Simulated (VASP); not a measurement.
Here is the system:

```xyz
2
Lattice="0.0000 2.1154 2.1154 2.1154 0.0000 2.1154 2.1154 2.1154 0.0000" Properties=species:S:1:pos:R:3 pbc="T T T"
Ti     0.0000     0.0000     0.0000
N      2.1154     2.1154     2.1154
```

Calculation: rev-vdW-DF2, VASP's PBE PAW potentials (set 64) (plane waves; VASP). Numerical set-up: 520 eV cut-off, Gaussian smearing of 0.050 eV, potentials Ti_sv N.

Q: Estimate the band gap (along the path) with the smallest direct gap where there is one.

A: 
band gap (along the path): none (metal, semimetal or under 0.01 eV)

Only differences to runs with the same potentials and settings are physical.

The compound is TiN in the rock salt structure. It was relaxed first. The electron count is odd and the run is not spin-polarised, which forces a metal.
